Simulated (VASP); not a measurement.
Computed with LDA (Ceperley-Alder, Perdew-Zunger), VASP's LDA PAW potentials (set 64) (plane waves; VASP).

VASP input:

**POSCAR**
```
ZnCu2SnS4
1
   -2.6984900000     2.6984900000     5.3955900000
    2.6984900000    -2.6984900000     5.3955900000
    2.6984900000     2.6984900000    -5.3955900000
Zn Cu Sn S
1 2 1 4
Direct
  0.0000000000   0.0000000000   0.0000000000
  0.2500000000   0.7500000000   0.5000000000
  0.7500000000   0.2500000000   0.5000000000
  0.5000000000   0.5000000000   0.0000000000
  0.8912200000   0.3753000000   0.0000000000
  0.6247000000   0.6247000000   0.5159200000
  0.3753000000   0.8912200000   0.0000000000
  0.1087800000   0.1087800000   0.4840800000
```

File KPOINTS:
```
Automatic mesh
0
gamma
2 2 2
0 0 0
```

**INCAR**
```
SYSTEM = ZnCu2SnS4
PREC = Accurate
ENCUT = 300
EDIFF = 1E-6
NELM = 100
ALGO = Normal
LREAL = .FALSE.
LASPH = .TRUE.
ISMEAR = 0
SIGMA = 0.1
LMAXMIX = 4
LWAVE = .FALSE.
LCHARG = .FALSE.
ISIF = 2
```

POTCAR, in this order: Zn Cu Sn_d S (LDA.64 set). Program: vasp_std.

The resulting files:

File OUTCAR:
```
 ion  position               nearest neighbor table
   1  0.000  0.000  0.000-   8 2.34   7 2.34   5 2.34   6 2.34
   2  0.250  0.750  0.500-   6 2.29   7 2.29   5 2.29   8 2.29
   3  0.750  0.250  0.500-   6 2.29   5 2.29   7 2.29   8 2.29
   4  0.500  0.500  0.000-   8 2.44   7 2.44   5 2.44   6 2.44
   5  0.891  0.375  0.000-   2 2.29   3 2.29   1 2.34   4 2.44
   6  0.625  0.625  0.516-   2 2.29   3 2.29   1 2.34   4 2.44
   7  0.375  0.891  0.000-   3 2.29   2 2.29   1 2.34   4 2.44
   8  0.109  0.109  0.484-   2 2.29   3 2.29   1 2.34   4 2.44
  LATTYP: Found a body centered tetragonal cell.
 ALAT       =     5.3969800000
 C/A-ratio  =     1.9994848971
 Subroutine PRICEL returns:
 Original cell was already a primitive cell.
 Subroutine GETGRP returns: Found  8 space group operations
The static configuration has the point symmetry D_2d.
The dynamic configuration has the point symmetry D_2d.
 Subroutine INISYM returns: Found  8 space group operations
 Subroutine IBZKPT returns following result:
 Found      4 irreducible k-points:

 Following reciprocal coordinates:
            Coordinates               Weight
  0.000000  0.000000  0.000000      1.000000
  0.500000 -0.000000  0.000000      4.000000
  0.500000  0.500000  0.000000      2.000000
  0.500000  0.500000  0.500000      1.000000
   k-points           NKPTS =      4   k-points in BZ     NKDIM =      4   number of bands    NBANDS=     43
   number of dos      NEDOS =    301   number of ions     NIONS =      8
   total plane-waves  NPLWV =  64000
   dimension x,y,z NGX =    40 NGY =   40 NGZ =   40
   dimension x,y,z NGXF=    80 NGYF=   80 NGZF=   80
   ions per type =               1   2   1   4
   PREC   = accura    normal or accurate (medium, high low for compatibility)
   ISTART =      0    job   : 0-new  1-cont  2-samecut
   ICHARG =      2    charge: 1-file 2-atom 10-const
   ISPIN  =      1    spin polarized calculation?
   LNONCOLLINEAR =      F non collinear calculations
   LSORBIT =      F    spin-orbit coupling
   INIWAV =      1    electr: 0-lowe 1-rand  2-diag
   ENCUT  =  300.0 eV  22.05 Ry    4.70 a.u.   9.33  9.33  9.33*2*pi/ulx,y,z
   NELM   =    100;   NELMIN=  2; NELMDL= -5     # of ELM steps
   EDIFF  = 0.1E-05   stopping-criterion for ELM
   LREAL  =      F    real-space projection
   NLSPLINE    = F    spline interpolate recip. space projectors
   LMAXMIX     =    4 max onsite mixed and CHGCAR
   VOSKOWN=      0    Vosko Wilk Nusair interpolation
   EDIFFG = 0.1E-04   stopping-criterion for IOM
   NSW    =      0    number of steps for IOM
   NBLOCK =      1;   KBLOCK =      1    inner block; outer block
   IBRION =     -1    ionic relax: 0-MD 1-quasi-New 2-CG
   NFREE  =      0    steps in history (QN), initial steepest desc. (CG)
   ISIF   =      2    stress and relaxation
   ISYM   =      2    0-nonsym 1-usesym 2-fastsym
   TEIN   =    0.0    initial temperature
   TEBEG  =    0.0;   TEEND  =   0.0 temperature during run
   SMASS  =  -3.00    Nose mass-parameter (am)
   PSTRESS=    0.0 pullay stress
   NELECT =      72.0000    total number of electrons
   EFERMI =   0.00;   METHOD = LEGACY
   ISMEAR =     0;   SIGMA  =   0.10  broadening in eV -4-tet -1-fermi 0-gaus
   IALGO  =     38    algorithm
   LDIAG  =      T    sub-space diagonalisation (order eigenvalues)
   IMIX   =      4    mixing-type and parameters
     AMIX     =   0.40;   BMIX     =  1.00
     AMIX_MAG =   1.60;   BMIX_MAG =  1.00
     AMIN     =   0.10
   GGA     = CA    functional components
   VOSKOWN =     0    Vosko Wilk Nusair interpolation
   LHFCALC =     F    Hartree Fock is set to
   LHFONE  =     F    Hartree Fock one center treatment
   AEXX    =    0.0000 exact exchange contribution
   IVDW    =     0    specifies the selected vdW correction
   LEPSILON=     F    determine dielectric tensor
   LRPA    =     F    only Hartree local field effects (RPA)
...
```

**OSZICAR**
```
       N       E                     dE             d eps       ncg     rms          rms(c)
DAV:   1     0.584960446785E+03    0.58496E+03   -0.23326E+04   344   0.147E+03
DAV:   2     0.528325330969E+02   -0.53213E+03   -0.51898E+03   352   0.402E+02
DAV:   3    -0.348326244261E+02   -0.87665E+02   -0.85685E+02   456   0.174E+02
DAV:   4    -0.407608759517E+02   -0.59283E+01   -0.58417E+01   472   0.465E+01
DAV:   5    -0.410254568174E+02   -0.26458E+00   -0.26429E+00   520   0.980E+00    0.194E+01
DAV:   6    -0.414686508373E+02   -0.44319E+00   -0.58371E+01   512   0.113E+02    0.136E+01
DAV:   7    -0.380147332674E+02    0.34539E+01   -0.14070E+01   464   0.933E+01    0.794E+00
DAV:   8    -0.384487163670E+02   -0.43398E+00   -0.82892E+00   536   0.334E+01    0.575E+00
DAV:   9    -0.381874468773E+02    0.26127E+00   -0.29968E+00   512   0.277E+01    0.157E+00
DAV:  10    -0.381586827434E+02    0.28764E-01   -0.22200E-01   512   0.855E+00    0.313E-01
DAV:  11    -0.381602579000E+02   -0.15752E-02   -0.25911E-02   552   0.135E+00    0.282E-01
DAV:  12    -0.381603665022E+02   -0.10860E-03   -0.13061E-03   408   0.243E-01    0.149E-01
DAV:  13    -0.381602077423E+02    0.15876E-03   -0.39710E-04   536   0.340E-01    0.482E-02
DAV:  14    -0.381601865934E+02    0.21149E-04   -0.20637E-04   536   0.183E-01    0.148E-02
DAV:  15    -0.381601879772E+02   -0.13839E-05   -0.19952E-05   408   0.233E-02    0.102E-02
DAV:  16    -0.381601879303E+02    0.46905E-07   -0.15974E-06   264   0.770E-03
   1 F= -.38160188E+02 E0= -.38150823E+02  d E =-.187293E-01
```

File OUTCAR:
```
------------------------ aborting loop because EDIFF is reached ----------------------------------------
  FORCE on cell =-STRESS in cart. coord.  units (eV):
  Direction    XX          YY          ZZ          XY          YZ          ZX
  --------------------------------------------------------------------------------------
  Total       -3.4506186     -3.4506186     -3.4925522      0.0000000      0.0000000      0.0000000
  in kB      -35.1776626    -35.1776626    -35.6051590      0.0000000      0.0000000      0.0000000
  external PRESSURE =     -35.3201614 kB  Pullay stress =       0.0000000 kB
  volume of cell :      157.16
      direct lattice vectors                 reciprocal lattice vectors
    -2.698490000  2.698490000  5.395590000     0.000000000  0.185288810  0.092668272
     2.698490000 -2.698490000  5.395590000     0.185288810  0.000000000  0.092668272
     2.698490000  2.698490000 -5.395590000     0.185288810  0.185288810  0.000000000
 POSITION                                       TOTAL-FORCE (eV/Angst)
 -----------------------------------------------------------------------------------
      0.00000      0.00000      0.00000        -0.000000      0.000000      0.000000
      2.69849     -0.00000      2.69780        -0.000000      0.000000     -0.000000
     -0.00000      2.69849      2.69780        -0.000000      0.000000      0.000000
      0.00000      0.00000      5.39559        -0.000000      0.000000      0.000000
     -1.39220      1.39220      6.83362        -0.086697      0.086697      0.121942
      1.39220      1.39220      3.95756         0.086697      0.086697     -0.121942
      1.39220     -1.39220      6.83362         0.086697     -0.086697      0.121942
      1.30629      1.30629     -1.43803        -0.086697     -0.086697     -0.121942
 -----------------------------------------------------------------------------------
    total drift:                               -0.000001     -0.000001      0.000003
  FREE ENERGIE OF THE ION-ELECTRON SYSTEM (eV)
  ---------------------------------------------------
  free  energy   TOTEN  =       -38.1601879303 eV

  energy  without entropy=      -38.1414586790  energy(sigma->0) =      -38.15082330
```
(Selected blocks of OUTCAR.)

At this cut-off the stress carries a Pulay error, which pulls relaxed volumes low.

The structure comes from a computed database's ZnCu2SnS4 entry (I-42m); how it stands against other phases isn't given here. The cell was not relaxed at this level. The k-mesh is coarse (spacing up to 0.82 per Å, 2π included), so the numbers may not be converged in it. The run is one of a series of settings (KPOINTS 2×2×2 Γ-centred mesh against the base run), some of them coarse on purpose.
